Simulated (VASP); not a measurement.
VASP input:

INCAR:
```
SYSTEM = As
PREC = Accurate
ENCUT = 400
EDIFF = 1E-6
NELM = 100
ALGO = Normal
LREAL = .FALSE.
LASPH = .TRUE.
ISMEAR = 1
SIGMA = 0.1
GGA = PE
LMAXMIX = 4
LWAVE = .FALSE.
LCHARG = .FALSE.
ISIF = 2
```

File KPOINTS:
```
Automatic mesh
0
Gamma
9 9 9
0 0 0
```

**POSCAR**
```
As
1
    3.7539710000     1.9176000000     0.0000000000
    3.7539710000    -1.9176000000     0.0000000000
    2.7744240000     0.0000000000     3.1736500000
As
2
Direct
  0.2270000000   0.2270000000   0.2270000000
  0.7730000000   0.7730000000   0.7730000000
```

POTCAR, in this order: As (PBE.64 set). Program: vasp_std.

Output of the run:

standard output:
```
 -----------------------------------------------------------------------------
|                                                                             |
|     EEEEEEE  RRRRRR   RRRRRR   OOOOOOO  RRRRRR      ###     ###     ###     |
|     E        R     R  R     R  O     O  R     R     ###     ###     ###     |
|     E        R     R  R     R  O     O  R     R     ###     ###     ###     |
|     EEEEE    RRRRRR   RRRRRR   O     O  RRRRRR       #       #       #      |
|     E        R   R    R   R    O     O  R   R                               |
|     E        R    R   R    R   O     O  R    R      ###     ###     ###     |
|     EEEEEEE  R     R  R     R  OOOOOOO  R     R     ###     ###     ###     |
|                                                                             |
|     ERROR: the triple product of the basis vectors is negative exchange     |
|     two basis vectors                                                       |
|                                                                             |
|       ---->  I REFUSE TO CONTINUE WITH THIS SICK JOB ... BYE!!! <----       |
|                                                                             |
 -----------------------------------------------------------------------------
```

Task: From input and log, find the fault in this run and mend it.

Result: The cause: the lattice vectors form a left-handed set. VASP stops with an error: ERROR: the triple product of the basis vectors is negative exchange two basis vectors ----> I REFUSE TO CONTINUE WITH THIS SICK JOB ... BYE!!! <---- To mend it, correct POSCAR.
POSCAR:
```
As
1
    3.7539710000    -1.9176000000     0.0000000000
    3.7539710000     1.9176000000     0.0000000000
    2.7744240000     0.0000000000     3.1736500000
As
2
Direct
  0.2270000000   0.2270000000   0.2270000000
  0.7730000000   0.7730000000   0.7730000000
```
The mended run (PBE GGA, plane waves, VASP's PBE PAW potentials (set 64)) converges, and its OSZICAR ends with
```
   1 F= -.93493373E+01 E0= -.93493395E+01  d E =0.656882E-05
```

The compound is As in the a7 structure. The cell was not relaxed at this level.
